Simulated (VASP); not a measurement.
Data:

```
CELL_PARAMETERS angstrom
      1.73543    -3.00584     0.00000
      1.73543     3.00584     0.00000
      0.00000     0.00000     5.40448
ATOMIC_POSITIONS crystal
  Lu 0.33333 0.66667 0.25000
  Lu 0.66667 0.33333 0.75000
```

All values below come from optB86b-vdW, VASP's PBE PAW potentials (set 64) (plane waves; VASP). Run with 520 eV cut-off, Gaussian smearing of 0.050 eV, potentials Lu_3.

Task: Estimate the band gap (along the path) with the smallest direct gap where there is one.

Result: 
| Quantity | Value |
|---|---|
| band gap (along the path) | none (metal, semimetal or under 0.01 eV) |

Only differences to runs with the same potentials and settings are physical.

The compound is Lu in the hcp structure. It was relaxed first.
